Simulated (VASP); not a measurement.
Method: r2SCAN meta-GGA, VASP's PBE PAW potentials (set 64) (plane waves; VASP).

The input files of a VASP run:

File KPOINTS:
```
Automatic mesh
0
Gamma
13 13 13
0 0 0
```

**INCAR**
```
! general
SYSTEM  = Ti
PREC    = Accurate
ENCUT   = 400
LREAL   = .FALSE.
LASPH   = .TRUE.

! electronic loop
EDIFF   = 1E-7
NELM    = 100
ALGO    = Normal
LMAXMIX = 4
LMIXTAU = .TRUE.

! smearing
ISMEAR  = -5

! functional
METAGGA = R2SCAN

! ions
ISIF    = 2

! output
LWAVE   = .FALSE.
LCHARG  = .FALSE.
LORBIT  = 11
NEDOS   = 601
```

### KPOINTS_OPT
```
k-points along high-symmetry lines
10
Line-mode
Reciprocal
  0.000000   0.000000   0.000000 ! GAMMA
  0.500000   0.000000   0.500000 ! X

  0.500000   0.000000   0.500000 ! X
  0.625000   0.250000   0.625000 ! U

  0.375000   0.375000   0.750000 ! K
  0.000000   0.000000   0.000000 ! GAMMA

  0.000000   0.000000   0.000000 ! GAMMA
  0.500000   0.500000   0.500000 ! L

  0.500000   0.500000   0.500000 ! L
  0.500000   0.250000   0.750000 ! W

  0.500000   0.250000   0.750000 ! W
  0.500000   0.000000   0.500000 ! X
```

POSCAR:
```
Ti
1
    0.0000000000     2.7654060090     2.7654060090
    2.7654060090     0.0000000000     2.7654060090
    2.7654060090     2.7654060090    -0.0000000000
Ti
2
Direct
  0.7500000000   0.7500000000   0.7500000000
  0.5000000000   0.5000000000   0.5000000000
```

POTCAR, in this order: Ti_sv (PBE.64 set). Program: vasp_std.

Output

**OSZICAR**
```
       N       E                     dE             d eps       ncg     rms          rms(c)
DAV:   1     0.236069142423E+03    0.23607E+03   -0.12499E+04  2696   0.159E+03
DAV:   2     0.165588463634E+01   -0.23441E+03   -0.23299E+03  2856   0.470E+02
DAV:   3    -0.266323110875E+02   -0.28288E+02   -0.27975E+02  5344   0.134E+02
DAV:   4    -0.284246264146E+02   -0.17923E+01   -0.17844E+01  2776   0.356E+01
DAV:   5    -0.285403419313E+02   -0.11572E+00   -0.11480E+00  4160   0.669E+00    0.132E+01
DAV:   6    -0.214450384875E+02    0.70953E+01   -0.26210E+01  3584   0.543E+01    0.253E+00
DAV:   7    -0.207096855964E+02    0.73535E+00   -0.48454E+00  3296   0.201E+01    0.197E+00
DAV:   8    -0.207302107544E+02   -0.20525E-01   -0.61855E-01  3584   0.467E+00    0.208E+00
DAV:   9    -0.207152951474E+02    0.14916E-01   -0.21388E-02  3760   0.112E+00    0.194E+00
DAV:  10    -0.207187516647E+02   -0.34565E-02   -0.13667E-01  3056   0.331E+00    0.226E-01
DAV:  11    -0.206405914127E+02    0.78160E-01   -0.10770E-01  2720   0.256E+00    0.186E-01
DAV:  12    -0.206441870258E+02   -0.35956E-02   -0.71121E-03  3888   0.648E-01    0.166E-01
DAV:  13    -0.206446207052E+02   -0.43368E-03   -0.12068E-04  3304   0.729E-02    0.168E-01
DAV:  14    -0.206458508136E+02   -0.12301E-02   -0.33092E-05  3656   0.368E-02    0.162E-01
DAV:  15    -0.206913558984E+02   -0.45505E-01   -0.42756E-02  3232   0.111E+00    0.242E-01
DAV:  16    -0.206939897676E+02   -0.26339E-02   -0.41316E-03  3592   0.407E-01    0.214E-01
DAV:  17    -0.206949494134E+02   -0.95965E-03   -0.68506E-04  2896   0.140E-01    0.199E-01
DAV:  18    -0.206950397661E+02   -0.90353E-04   -0.53845E-03  2720   0.522E-01    0.111E-01
DAV:  19    -0.206953627210E+02   -0.32295E-03   -0.51410E-04  4392   0.198E-01    0.351E-02
DAV:  20    -0.206952041162E+02    0.15860E-03   -0.61848E-05  2792   0.661E-02    0.211E-02
DAV:  21    -0.206957403637E+02   -0.53625E-03   -0.43658E-04  2720   0.161E-01    0.841E-03
DAV:  22    -0.206957975088E+02   -0.57145E-04   -0.43961E-05  3592   0.450E-02    0.894E-03
DAV:  23    -0.206958103773E+02   -0.12868E-04   -0.54655E-06  3104   0.196E-02    0.174E-03
DAV:  24    -0.206958234243E+02   -0.13047E-04   -0.14609E-05  3064   0.199E-02    0.499E-03
DAV:  25    -0.206958186152E+02    0.48091E-05   -0.18718E-06  3024   0.853E-03    0.518E-03
DAV:  26    -0.206958187244E+02   -0.10917E-06   -0.14690E-06  2056   0.765E-03    0.463E-03
DAV:  27    -0.206958179013E+02    0.82305E-06   -0.31647E-07  2400   0.456E-03    0.288E-03
DAV:  28    -0.206958193076E+02   -0.14063E-05   -0.56007E-08  1456   0.258E-03    0.146E-03
DAV:  29    -0.206958200101E+02   -0.70243E-06   -0.33663E-08  1456   0.212E-03    0.661E-04
DAV:  30    -0.206958209050E+02   -0.89497E-06   -0.30366E-08  1424   0.171E-03    0.152E-04
DAV:  31    -0.206958210141E+02   -0.10908E-06   -0.13094E-08  1408   0.125E-03    0.301E-04
DAV:  32    -0.206958209114E+02    0.10276E-06   -0.51370E-09  1400   0.648E-04    0.271E-04
DAV:  33    -0.206958207660E+02    0.14531E-06   -0.22393E-09  1400   0.469E-04    0.169E-04
DAV:  34    -0.206958205783E+02    0.18777E-06   -0.22373E-09  1416   0.336E-04    0.688E-05
DAV:  35    -0.206958205672E+02    0.11096E-07   -0.53288E-10  1408   0.183E-04
   1 F= -.20695821E+02 E0= -.20695821E+02  d E =0.000000E+00
       N       E                     dE             ncg
```

### OUTCAR
```
------------------------ aborting loop because EDIFF is reached ----------------------------------------
  FORCE on cell =-STRESS in cart. coord.  units (eV):
  Direction    XX          YY          ZZ          XY          YZ          ZX
  --------------------------------------------------------------------------------------
  Total        0.0123838      0.0123838      0.0123838     -0.0000000     -0.0000000      0.0000000
  in kB        0.4690907      0.4690907      0.4690907     -0.0000000     -0.0000000      0.0000000
  external PRESSURE =       0.4690907 kB  Pullay stress =       0.0000000 kB
  volume of cell :       42.30
      direct lattice vectors                 reciprocal lattice vectors
     0.000000000  2.765406009  2.765406009    -0.180805277  0.180805277  0.180805277
     2.765406009  0.000000000  2.765406009     0.180805277 -0.180805277  0.180805277
     2.765406009  2.765406009  0.000000000     0.180805277  0.180805277 -0.180805277
 POSITION                                       TOTAL-FORCE (eV/Angst)
 -----------------------------------------------------------------------------------
      4.14811      4.14811      4.14811        -0.000000     -0.000000      0.000000
      2.76541      2.76541      2.76541         0.000000      0.000000     -0.000000
 -----------------------------------------------------------------------------------
    total drift:                                0.000000      0.000000      0.000000
  FREE ENERGIE OF THE ION-ELECTRON SYSTEM (eV)
  ---------------------------------------------------
  free  energy   TOTEN  =       -20.6958205672 eV

  energy  without entropy=      -20.6958205672  energy(sigma->0) =      -20.69582057

 total charge

# of ion       s       p       d       tot
------------------------------------------
    1        2.259   6.006   2.231  10.496
    2        2.259   6.006   2.231  10.496
--------------------------------------------------
tot          4.518  12.011   4.463  20.992
```
(Selected blocks of OUTCAR.)

For a metal the tetrahedron method with Blöchl corrections gives inexact stress and forces.

The structure was generated: Ti was put into the diamond type (Fd-3m), which need not be its known phase. It was relaxed first, which changed the volume by -14 %.
